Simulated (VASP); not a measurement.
An input for Ansatz (written as the equivalent of a VASP run, and not itself run):

Ansatz 0.2 input:
```yaml
crystal:
  lattice:
    - [0.0000000, 2.5846390, 2.5846390]
    - [2.5846390, 0.0000000, 2.5846390]
    - [2.5846390, 2.5846390, 0.0000000]
  atoms:
    - { symbol: Sr, position: [0.0000000, 0.0000000, 0.0000000] }
    - { symbol: O, position: [0.5000000, 0.5000000, 0.5000000] }
kpoints:
  mp_grid: { grid: [8, 8, 8] }
hamiltonian:
  xc: r2scan
  pseudopotentials: { kind: paw }
scf:
  occupations: { method: gaussian, width: 0.05 }
  max_iter: 100
output: { forces: true, stress: true, eigenvalues: true }
```

Question: Translate this input to VASP (INCAR, KPOINTS, POSCAR, choice of POTCAR).

Answer: This is not unique; one that fits is 
### INCAR
```
# general
SYSTEM  = SrO
PREC    = Accurate
ENCUT   = 600
LREAL   = .False.
LASPH   = .True.

# electronic loop
EDIFF   = 1E-7
NELM    = 100
ALGO    = Normal
LMAXMIX = 4
LMIXTAU = .True.

# smearing
ISMEAR  = 0
SIGMA   = 0.05

# functional
METAGGA = R2SCAN

# ions
ISIF    = 2

# output
LWAVE   = .False.
LCHARG  = .False.
```

POSCAR:
```
SrO
1
   -0.0000000000     2.5846390158     2.5846390158
    2.5846390158     0.0000000000     2.5846390158
    2.5846390158     2.5846390158     0.0000000000
Sr O
1 1
Direct
  0.0000000000   0.0000000000   0.0000000000
  0.5000000000   0.5000000000   0.5000000000
```

**KPOINTS**
```
Automatic mesh
0
Gamma
8 8 8
0 0 0
```

POTCAR, in this order: Sr_sv O (PBE.64 set). Program: vasp_std.

What does not carry over: each code has its own PAW files, so the cut-off isn't converted (ENCUT is set for VASP's; basis.ecutwfc is left out, and Ansatz then takes the one that its files recommend); Ansatz stops its SCF on the density residual and VASP on the energy change (EDIFF).

The compound is SrO in the rock salt structure. It was relaxed first.
